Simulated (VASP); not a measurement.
```xyz
2
Lattice="0.0000 2.2731 2.2731 2.2731 0.0000 2.2731 2.2731 2.2731 0.0000" Properties=species:S:1:pos:R:3 pbc="T T T"
B      0.0000     0.0000     0.0000
P      1.1366     1.1366     1.1366
```

Computed with HSE06 screened hybrid, VASP's PBE PAW potentials (set 64) (plane waves; VASP). Run with 520 eV cut-off, 8×8×8 Γ-centred mesh, Gaussian smearing of 0.050 eV, potentials B P.

### Question
Give the stress tensor in GPa (positive for a compressed cell).

### Answer

```
-3.07   0.00   0.00
 0.00  -3.07   0.00
 0.00   0.00  -3.07
```
The pressure is its mean diagonal, -3.07 GPa.

The compound is BP in the zinc blende structure. It was relaxed first. The cell's shape comes from a PBE relaxation.
